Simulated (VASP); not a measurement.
# GaGe (F-43m) in VASP: further runs, part 4 of 8

VASP 6.6.1. The steps go on from the part before.

**43. Equation of state, r2SCAN, 25.06 Å³/atom**

Contents of INCAR:

```
PREC     = Accurate       # precision mode
ENCUT    = 450            # plane-wave cutoff, eV
EDIFF    = 1E-6           # SCF threshold, eV
ISMEAR   = -1             # smearing method
SIGMA    = 0.02           # smearing width, eV
LREAL    = F              # projectors in reciprocal space
LASPH    = T              # aspherical terms in the spheres
NELM     = 100            # most SCF steps
ALGO     = Normal         # electronic algorithm
ISIF     = 2              # what is computed and relaxed
LWAVE    = F              # write WAVECAR
LCHARG   = F              # write CHGCAR
METAGGA  = R2SCAN         # meta-GGA
LMIXTAU  = T            
ADDGRID  = F
```

Contents of KPOINTS:

```
regular mesh
0
Gamma
  5 5 5
```

Contents of POSCAR:

```
GaGe
1.0
    0.0000000000      2.9265373908      2.9265373908
    2.9265373908      0.0000000000      2.9265373908
    2.9265373908      2.9265373908      0.0000000000
Ge Ga
1 1
Direct
    0.0000000000      0.0000000000      0.0000000000
    0.2500000000      0.2500000000      0.2500000000
```

Command:

```console
$ cat potpaw_PBE.64/Ge/POTCAR potpaw_PBE.64/Ga/POTCAR > POTCAR
$ mpirun -np 1 vasp_std > vasp.out
```

It took 21 s on 1 thread of Intel Xeon Platinum 8488C (Sapphire Rapids), shared host; peak memory 0.16 GiB.

These settings aren't checked as converged: the numbers below hold their error.

Results:

| Item | Value |
| --- | --- |
| Free energy | -24.9545 eV |
| Pressure | -3.7 GPa |
| Band gap on the k mesh | none (metal or under the smearing width) |

Caveat: the k mesh is coarse (spacing up to 0.37 Å⁻¹), so the values aren't converged; the PAW data sets were made with another functional, which shifts forces and pressure a little.

**44. Equation of state, r2SCAN, 23.60 Å³/atom**

Edit INCAR of step 43 so:

```diff
@@ -1,2 +1,2 @@
-PREC     = Accurate       # precision mode
+PREC     = Low            # precision mode
 ENCUT    = 450            # plane-wave cutoff, eV
@@ -4,3 +4,3 @@
 ISMEAR   = -1             # smearing method
-SIGMA    = 0.02           # smearing width, eV
+SIGMA    = 0.1            # smearing width, eV
 LREAL    = F              # projectors in reciprocal space
```

KPOINTS is that of step 43.

Contents of POSCAR:

```
GaGe
1.0
    0.0000000000      2.8685708471      2.8685708471
    2.8685708471      0.0000000000      2.8685708471
    2.8685708471      2.8685708471      0.0000000000
Ge Ga
1 1
Direct
    0.0000000000      0.0000000000      0.0000000000
    0.2500000000      0.2500000000      0.2500000000
```

Command:

```console
$ cat potpaw_PBE.64/Ge/POTCAR potpaw_PBE.64/Ga/POTCAR > POTCAR
$ mpirun -np 1 vasp_std > vasp.out
```

Wall time 11 s (1 thread of Intel Xeon Platinum 8488C (Sapphire Rapids), shared host); peak memory 0.1 GiB.

The run converged, but some of its settings lie outside the range that counts as converged, so its numbers aren't taken as properties of the crystal.

Results:

```
Free energy            : -25.0144 eV
Pressure               : -0.7 GPa
Band gap on the k mesh : none (metal or under the smearing width)
```

Caveat: the k mesh is coarse (spacing up to 0.38 Å⁻¹), so the values aren't converged; the PAW data sets were made with another functional, which shifts forces and pressure a little.

**45. Equation of state, r2SCAN, 25.06 Å³/atom**

INCAR is that of step 44.

KPOINTS is that of step 44.

Contents of POSCAR:

```
GaGe
1.0
    0.0000000000      2.9265373908      2.9265373908
    2.9265373908      0.0000000000      2.9265373908
    2.9265373908      2.9265373908      0.0000000000
Ge Ga
1 1
Direct
    0.0000000000      0.0000000000      0.0000000000
    0.2500000000      0.2500000000      0.2500000000
```

Potentials or basis: VASP PAW PBE potentials, release 64 (Ge, Ga).

Command:

```console
$ cat potpaw_PBE.64/Ge/POTCAR potpaw_PBE.64/Ga/POTCAR > POTCAR
$ mpirun -np 1 vasp_std > vasp.out
```

It took 11 s on 1 thread of Intel Xeon Platinum 8488C (Sapphire Rapids), shared host; peak memory 0.11 GiB.

These settings aren't checked as converged: the numbers below hold their error.

What came out:

| Property | Result |
| --- | --- |
| Free energy | -24.9721 eV |
| Pressure | -3.7 GPa |
| Band gap on the k mesh | none (metal or under the smearing width) |

Caveat: the k mesh is coarse (spacing up to 0.37 Å⁻¹), so the values aren't converged; the PAW data sets were made with another functional, which shifts forces and pressure a little.

**46. Equation of state, r2SCAN, 23.60 Å³/atom**

Edit INCAR of step 45 so:

```diff
@@ -1,2 +1,2 @@
-PREC     = Low            # precision mode
+PREC     = Normal         # precision mode
 ENCUT    = 450            # plane-wave cutoff, eV
```

KPOINTS is that of step 45.

Contents of POSCAR:

```
GaGe
1.0
    0.0000000000      2.8685708471      2.8685708471
    2.8685708471      0.0000000000      2.8685708471
    2.8685708471      2.8685708471      0.0000000000
Ge Ga
1 1
Direct
    0.0000000000      0.0000000000      0.0000000000
    0.2500000000      0.2500000000      0.2500000000
```

Command:

```console
$ cat potpaw_PBE.64/Ge/POTCAR potpaw_PBE.64/Ga/POTCAR > POTCAR
$ mpirun -np 1 vasp_std > vasp.out
```

Run time: 12 s. Hardware: 1 thread of Intel Xeon Platinum 8488C (Sapphire Rapids), shared host; peak memory 0.13 GiB.

These settings aren't checked as converged: the numbers below hold their error.

Results:

```
Free energy            : -25.0145 eV
Pressure               : -0.7 GPa
Band gap on the k mesh : none (metal or under the smearing width)
```

Caveat: the k mesh is coarse (spacing up to 0.38 Å⁻¹), so the values aren't converged; the PAW data sets were made with another functional, which shifts forces and pressure a little.

**47. Equation of state, r2SCAN, 25.06 Å³/atom**

INCAR is that of step 46.

KPOINTS is that of step 46.

Contents of POSCAR:

```
GaGe
1.0
    0.0000000000      2.9265373908      2.9265373908
    2.9265373908      0.0000000000      2.9265373908
    2.9265373908      2.9265373908      0.0000000000
Ge Ga
1 1
Direct
    0.0000000000      0.0000000000      0.0000000000
    0.2500000000      0.2500000000      0.2500000000
```

Command:

```console
$ cat potpaw_PBE.64/Ge/POTCAR potpaw_PBE.64/Ga/POTCAR > POTCAR
$ mpirun -np 1 vasp_std > vasp.out
```

It took 13 s on 1 thread of Intel Xeon Platinum 8488C (Sapphire Rapids), shared host; peak memory 0.14 GiB.

The run converged, but some of its settings lie outside the range that counts as converged, so its numbers aren't taken as properties of the crystal.

What came out:

```yaml
Free_energy: -24.9723 eV
Pressure: -3.7 GPa
Band_gap_on_the_k_mesh: none (metal or under the smearing width)
```

Caveat: the k mesh is coarse (spacing up to 0.37 Å⁻¹), so the values aren't converged; the PAW data sets were made with another functional, which shifts forces and pressure a little.

**48. Equation of state, r2SCAN, 23.60 Å³/atom**

Edit INCAR of step 47 so:

```diff
@@ -1,2 +1,2 @@
-PREC     = Normal         # precision mode
+PREC     = Accurate       # precision mode
 ENCUT    = 450            # plane-wave cutoff, eV
@@ -5,3 +5,3 @@
 SIGMA    = 0.1            # smearing width, eV
-LREAL    = F              # projectors in reciprocal space
+LREAL    = Auto         
 LASPH    = T              # aspherical terms in the spheres
```

KPOINTS is that of step 47.

Contents of POSCAR:

```
GaGe
1.0
    0.0000000000      2.8685708471      2.8685708471
    2.8685708471      0.0000000000      2.8685708471
    2.8685708471      2.8685708471      0.0000000000
Ge Ga
1 1
Direct
    0.0000000000      0.0000000000      0.0000000000
    0.2500000000      0.2500000000      0.2500000000
```

Potentials or basis: VASP PAW PBE potentials, release 64 (Ge, Ga).

Command:

```console
$ cat potpaw_PBE.64/Ge/POTCAR potpaw_PBE.64/Ga/POTCAR > POTCAR
$ mpirun -np 1 vasp_std > vasp.out
```

It took 20 s on 1 thread of Intel Xeon Platinum 8488C (Sapphire Rapids), shared host; peak memory 0.16 GiB.

The run converged, but some of its settings lie outside the range that counts as converged, so its numbers aren't taken as properties of the crystal.

What came out:

| Item | Value |
| --- | --- |
| Free energy | -25.0141 eV |
| Pressure | -0.7 GPa |
| Band gap on the k mesh | none (metal or under the smearing width) |

Caveat: the k mesh is coarse (spacing up to 0.38 Å⁻¹), so the values aren't converged; the PAW data sets were made with another functional, which shifts forces and pressure a little.

**49. Equation of state, r2SCAN, 25.06 Å³/atom**

INCAR is that of step 48.

KPOINTS is that of step 48.

Contents of POSCAR:

```
GaGe
1.0
    0.0000000000      2.9265373908      2.9265373908
    2.9265373908      0.0000000000      2.9265373908
    2.9265373908      2.9265373908      0.0000000000
Ge Ga
1 1
Direct
    0.0000000000      0.0000000000      0.0000000000
    0.2500000000      0.2500000000      0.2500000000
```

Command:

```console
$ cat potpaw_PBE.64/Ge/POTCAR potpaw_PBE.64/Ga/POTCAR > POTCAR
$ mpirun -np 1 vasp_std > vasp.out
```

Run time: 23 s. Hardware: 1 thread of Intel Xeon Platinum 8488C (Sapphire Rapids), shared host; peak memory 0.17 GiB.

The run converged, but some of its settings lie outside the range that counts as converged, so its numbers aren't taken as properties of the crystal.

What came out:

| Quantity | Value |
| --- | --- |
| Free energy | -24.9729 eV |
| Pressure | -3.8 GPa |
| Band gap on the k mesh | none (metal or under the smearing width) |

Caveat: the k mesh is coarse (spacing up to 0.37 Å⁻¹), so the values aren't converged; the PAW data sets were made with another functional, which shifts forces and pressure a little.

**50. Equation of state, r2SCAN, 23.60 Å³/atom**

Edit INCAR of step 49 so:

```diff
@@ -2,6 +2,6 @@
 ENCUT    = 450            # plane-wave cutoff, eV
-EDIFF    = 1E-6           # SCF threshold, eV
+EDIFF    = 0.01           # SCF threshold, eV
 ISMEAR   = -1             # smearing method
 SIGMA    = 0.1            # smearing width, eV
-LREAL    = Auto         
+LREAL    = F              # projectors in reciprocal space
 LASPH    = T              # aspherical terms in the spheres
```

KPOINTS is that of step 49.

Contents of POSCAR:

```
GaGe
1.0
    0.0000000000      2.8685708471      2.8685708471
    2.8685708471      0.0000000000      2.8685708471
    2.8685708471      2.8685708471      0.0000000000
Ge Ga
1 1
Direct
    0.0000000000      0.0000000000      0.0000000000
    0.2500000000      0.2500000000      0.2500000000
```

Command:

```console
$ cat potpaw_PBE.64/Ge/POTCAR potpaw_PBE.64/Ga/POTCAR > POTCAR
$ mpirun -np 1 vasp_std > vasp.out
```

Wall time 11 s (1 thread of Intel Xeon Platinum 8488C (Sapphire Rapids), shared host); peak memory 0.16 GiB.

These settings aren't checked as converged: the numbers below hold their error.

Results:

```yaml
Free_energy: -25.0133 eV
Pressure: -0.3 GPa
Band_gap_on_the_k_mesh: none (metal or under the smearing width)
```

Caveat: the k mesh is coarse (spacing up to 0.38 Å⁻¹), so the values aren't converged; the PAW data sets were made with another functional, which shifts forces and pressure a little.

**51. Equation of state, r2SCAN, 25.06 Å³/atom**

INCAR is that of step 50.

KPOINTS is that of step 50.

Contents of POSCAR:

```
GaGe
1.0
    0.0000000000      2.9265373908      2.9265373908
    2.9265373908      0.0000000000      2.9265373908
    2.9265373908      2.9265373908      0.0000000000
Ge Ga
1 1
Direct
    0.0000000000      0.0000000000      0.0000000000
    0.2500000000      0.2500000000      0.2500000000
```

Potentials or basis: VASP PAW PBE potentials, release 64 (Ge, Ga).

Command:

```console
$ cat potpaw_PBE.64/Ge/POTCAR potpaw_PBE.64/Ga/POTCAR > POTCAR
$ mpirun -np 1 vasp_std > vasp.out
```

Wall time 13 s (1 thread of Intel Xeon Platinum 8488C (Sapphire Rapids), shared host); peak memory 0.17 GiB.

These settings aren't checked as converged: the numbers below hold their error.

What came out:

| Quantity | Value |
| --- | --- |
| Free energy | -24.9711 eV |
| Pressure | -3.4 GPa |
| Band gap on the k mesh | none (metal or under the smearing width) |

Caveat: the k mesh is coarse (spacing up to 0.37 Å⁻¹), so the values aren't converged; the PAW data sets were made with another functional, which shifts forces and pressure a little.

**52. Equation of state, r2SCAN, 23.60 Å³/atom**

Edit INCAR of step 51 so:

```diff
@@ -2,3 +2,3 @@
 ENCUT    = 450            # plane-wave cutoff, eV
-EDIFF    = 0.01           # SCF threshold, eV
+EDIFF    = 0.001          # SCF threshold, eV
 ISMEAR   = -1             # smearing method
```

KPOINTS is that of step 51.

Contents of POSCAR:

```
GaGe
1.0
    0.0000000000      2.8685708471      2.8685708471
    2.8685708471      0.0000000000      2.8685708471
    2.8685708471      2.8685708471      0.0000000000
Ge Ga
1 1
Direct
    0.0000000000      0.0000000000      0.0000000000
    0.2500000000      0.2500000000      0.2500000000
```

Command:

```console
$ cat potpaw_PBE.64/Ge/POTCAR potpaw_PBE.64/Ga/POTCAR > POTCAR
$ mpirun -np 1 vasp_std > vasp.out
```

Wall time 12 s (1 thread of Intel Xeon Platinum 8488C (Sapphire Rapids), shared host); peak memory 0.15 GiB.

The run converged, but some of its settings lie outside the range that counts as converged, so its numbers aren't taken as properties of the crystal.

What came out:

* Free energy: -25.0136 eV
* Pressure: -0.4 GPa
* Band gap on the k mesh: none (metal or under the smearing width)

Caveat: the k mesh is coarse (spacing up to 0.38 Å⁻¹), so the values aren't converged; the PAW data sets were made with another functional, which shifts forces and pressure a little.

**53. Equation of state, r2SCAN, 25.06 Å³/atom**

INCAR is that of step 52.

KPOINTS is that of step 52.

Contents of POSCAR:

```
GaGe
1.0
    0.0000000000      2.9265373908      2.9265373908
    2.9265373908      0.0000000000      2.9265373908
    2.9265373908      2.9265373908      0.0000000000
Ge Ga
1 1
Direct
    0.0000000000      0.0000000000      0.0000000000
    0.2500000000      0.2500000000      0.2500000000
```

Command:

```console
$ cat potpaw_PBE.64/Ge/POTCAR potpaw_PBE.64/Ga/POTCAR > POTCAR
$ mpirun -np 1 vasp_std > vasp.out
```

It took 13 s on 1 thread of Intel Xeon Platinum 8488C (Sapphire Rapids), shared host; peak memory 0.17 GiB.

The run converged, but some of its settings lie outside the range that counts as converged, so its numbers aren't taken as properties of the crystal.

Results:

- Free energy: -24.9713 eV
- Pressure: -3.5 GPa
- Band gap on the k mesh: none (metal or under the smearing width)

Caveat: the k mesh is coarse (spacing up to 0.37 Å⁻¹), so the values aren't converged; the PAW data sets were made with another functional, which shifts forces and pressure a little.

**54. Equation of state, r2SCAN, 23.60 Å³/atom**

Edit INCAR of step 53 so:

```diff
@@ -2,3 +2,3 @@
 ENCUT    = 450            # plane-wave cutoff, eV
-EDIFF    = 0.001          # SCF threshold, eV
+EDIFF    = 1E-4           # SCF threshold, eV
 ISMEAR   = -1             # smearing method
```

KPOINTS is that of step 53.

Contents of POSCAR:

```
GaGe
1.0
    0.0000000000      2.8685708471      2.8685708471
    2.8685708471      0.0000000000      2.8685708471
    2.8685708471      2.8685708471      0.0000000000
Ge Ga
1 1
Direct
    0.0000000000      0.0000000000      0.0000000000
    0.2500000000      0.2500000000      0.2500000000
```

Potentials or basis: VASP PAW PBE potentials, release 64 (Ge, Ga).

Command:

```console
$ cat potpaw_PBE.64/Ge/POTCAR potpaw_PBE.64/Ga/POTCAR > POTCAR
$ mpirun -np 1 vasp_std > vasp.out
```

It took 13 s on 1 thread of Intel Xeon Platinum 8488C (Sapphire Rapids), shared host; peak memory 0.16 GiB.

The run converged, but some of its settings lie outside the range that counts as converged, so its numbers aren't taken as properties of the crystal.

Results:

```yaml
Free_energy: -25.0135 eV
Pressure: -0.1 GPa
Band_gap_on_the_k_mesh: none (metal or under the smearing width)
```

Caveat: the k mesh is coarse (spacing up to 0.38 Å⁻¹), so the values aren't converged; the PAW data sets were made with another functional, which shifts forces and pressure a little.

**55. Equation of state, r2SCAN, 25.06 Å³/atom**

INCAR is that of step 54.

KPOINTS is that of step 54.

Contents of POSCAR:

```
GaGe
1.0
    0.0000000000      2.9265373908      2.9265373908
    2.9265373908      0.0000000000      2.9265373908
    2.9265373908      2.9265373908      0.0000000000
Ge Ga
1 1
Direct
    0.0000000000      0.0000000000      0.0000000000
    0.2500000000      0.2500000000      0.2500000000
```

Command:

```console
$ cat potpaw_PBE.64/Ge/POTCAR potpaw_PBE.64/Ga/POTCAR > POTCAR
$ mpirun -np 1 vasp_std > vasp.out
```

It took 17 s on 1 thread of Intel Xeon Platinum 8488C (Sapphire Rapids), shared host; peak memory 0.17 GiB.

These settings aren't checked as converged: the numbers below hold their error.

What came out:

* Free energy: -24.9722 eV
* Pressure: -3.7 GPa
* Band gap on the k mesh: none (metal or under the smearing width)

Caveat: the k mesh is coarse (spacing up to 0.37 Å⁻¹), so the values aren't converged; the PAW data sets were made with another functional, which shifts forces and pressure a little.

**56. Equation of state, r2SCAN, 23.60 Å³/atom**

Edit INCAR of step 55 so:

```diff
@@ -2,3 +2,3 @@
 ENCUT    = 450            # plane-wave cutoff, eV
-EDIFF    = 1E-4           # SCF threshold, eV
+EDIFF    = 1E-5           # SCF threshold, eV
 ISMEAR   = -1             # smearing method
```

KPOINTS is that of step 55.

Contents of POSCAR:

```
GaGe
1.0
    0.0000000000      2.8685708471      2.8685708471
    2.8685708471      0.0000000000      2.8685708471
    2.8685708471      2.8685708471      0.0000000000
Ge Ga
1 1
Direct
    0.0000000000      0.0000000000      0.0000000000
    0.2500000000      0.2500000000      0.2500000000
```

Command:

```console
$ cat potpaw_PBE.64/Ge/POTCAR potpaw_PBE.64/Ga/POTCAR > POTCAR
$ mpirun -np 1 vasp_std > vasp.out
```

Run time: 17 s. Hardware: 1 thread of Intel Xeon Platinum 8488C (Sapphire Rapids), shared host; peak memory 0.16 GiB.

These settings aren't checked as converged: the numbers below hold their error.

Results:

```
Free energy            : -25.0145 eV
Pressure               : -0.7 GPa
Band gap on the k mesh : none (metal or under the smearing width)
```

Caveat: the k mesh is coarse (spacing up to 0.38 Å⁻¹), so the values aren't converged; the PAW data sets were made with another functional, which shifts forces and pressure a little.

**57. Equation of state, r2SCAN, 25.06 Å³/atom**

INCAR is that of step 56.

KPOINTS is that of step 56.

Contents of POSCAR:

```
GaGe
1.0
    0.0000000000      2.9265373908      2.9265373908
    2.9265373908      0.0000000000      2.9265373908
    2.9265373908      2.9265373908      0.0000000000
Ge Ga
1 1
Direct
    0.0000000000      0.0000000000      0.0000000000
    0.2500000000      0.2500000000      0.2500000000
```

Potentials or basis: VASP PAW PBE potentials, release 64 (Ge, Ga).

Command:

```console
$ cat potpaw_PBE.64/Ge/POTCAR potpaw_PBE.64/Ga/POTCAR > POTCAR
$ mpirun -np 1 vasp_std > vasp.out
```

Wall time 20 s (1 thread of Intel Xeon Platinum 8488C (Sapphire Rapids), shared host); peak memory 0.17 GiB.

These settings aren't checked as converged: the numbers below hold their error.

Results:

```
Free energy            : -24.9723 eV
Pressure               : -3.7 GPa
Band gap on the k mesh : none (metal or under the smearing width)
```

Caveat: the k mesh is coarse (spacing up to 0.37 Å⁻¹), so the values aren't converged; the PAW data sets were made with another functional, which shifts forces and pressure a little.

**58. Equation of state, r2SCAN, 23.60 Å³/atom**

Edit INCAR of step 57 so:

```diff
@@ -2,3 +2,3 @@
 ENCUT    = 450            # plane-wave cutoff, eV
-EDIFF    = 1E-5           # SCF threshold, eV
+EDIFF    = 1E-6           # SCF threshold, eV
 ISMEAR   = -1             # smearing method
@@ -14,2 +14,2 @@
 LMIXTAU  = T            
-ADDGRID  = F
+ADDGRID  = T
```

KPOINTS is that of step 57.

Contents of POSCAR:

```
GaGe
1.0
    0.0000000000      2.8685708471      2.8685708471
    2.8685708471      0.0000000000      2.8685708471
    2.8685708471      2.8685708471      0.0000000000
Ge Ga
1 1
Direct
    0.0000000000      0.0000000000      0.0000000000
    0.2500000000      0.2500000000      0.2500000000
```

Command:

```console
$ cat potpaw_PBE.64/Ge/POTCAR potpaw_PBE.64/Ga/POTCAR > POTCAR
$ mpirun -np 1 vasp_std > vasp.out
```

Run time: 22 s. Hardware: 1 thread of Intel Xeon Platinum 8488C (Sapphire Rapids), shared host; peak memory 0.25 GiB.

The run converged, but some of its settings lie outside the range that counts as converged, so its numbers aren't taken as properties of the crystal.

Results:

```
Free energy            : -25.0145 eV
Pressure               : -0.7 GPa
Band gap on the k mesh : none (metal or under the smearing width)
```

Caveat: the k mesh is coarse (spacing up to 0.38 Å⁻¹), so the values aren't converged; the PAW data sets were made with another functional, which shifts forces and pressure a little.

**59. Equation of state, r2SCAN, 25.06 Å³/atom**

INCAR is that of step 58.

KPOINTS is that of step 58.

Contents of POSCAR:

```
GaGe
1.0
    0.0000000000      2.9265373908      2.9265373908
    2.9265373908      0.0000000000      2.9265373908
    2.9265373908      2.9265373908      0.0000000000
Ge Ga
1 1
Direct
    0.0000000000      0.0000000000      0.0000000000
    0.2500000000      0.2500000000      0.2500000000
```

Command:

```console
$ cat potpaw_PBE.64/Ge/POTCAR potpaw_PBE.64/Ga/POTCAR > POTCAR
$ mpirun -np 1 vasp_std > vasp.out
```

Run time: 32 s. Hardware: 1 thread of Intel Xeon Platinum 8488C (Sapphire Rapids), shared host; peak memory 0.27 GiB.

These settings aren't checked as converged: the numbers below hold their error.

What came out:

| Item | Value |
| --- | --- |
| Free energy | -24.9723 eV |
| Pressure | -3.7 GPa |
| Band gap on the k mesh | none (metal or under the smearing width) |

Caveat: the k mesh is coarse (spacing up to 0.37 Å⁻¹), so the values aren't converged; the PAW data sets were made with another functional, which shifts forces and pressure a little.

(Part 4 of 8 ends here.)
